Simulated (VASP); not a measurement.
Input:

```
In3Na
1.0
   -2.29850     2.29850     4.67623
    2.29850    -2.29850     4.67623
    2.29850     2.29850    -4.67623
Na In
1 3
Direct
  0.00000   0.00000   0.00000
  0.75000   0.25000   0.50000
  0.25000   0.75000   0.50000
  0.50000   0.50000   0.00000
```

The numbers are results of PBEsol GGA, VASP's PBE PAW potentials (set 64) (plane waves; VASP), not measurements. Run with 400 eV cut-off, 11×11×11 Γ-centred mesh, tetrahedra with Blöchl corrections, potentials Na_pv In_d.

The cores are frozen, which limits the accuracy of field gradients.

Question: Give the principal components of the electric field gradient (V/Å²) and the asymmetry η at each nucleus.

Answer: 
```json
[
 {"atom": "Na1", "Vxx": "-0.1", "Vyy": "-0.1", "Vzz": "0.1", "η": "-"},
 {"atom": "In2", "Vxx": "-1.5", "Vyy": "-1.4", "Vzz": "2.9", "η": "0.00"},
 {"atom": "In3", "Vxx": "-1.5", "Vyy": "-1.4", "Vzz": "2.9", "η": "0.00"},
 {"atom": "In4", "Vxx": "-10.6", "Vyy": "-10.6", "Vzz": "21.2", "η": "0.00"}
]
```

The structure comes from a computed database's NaIn3 entry (I4/mmm); how it stands against other phases isn't given here. It was relaxed first.
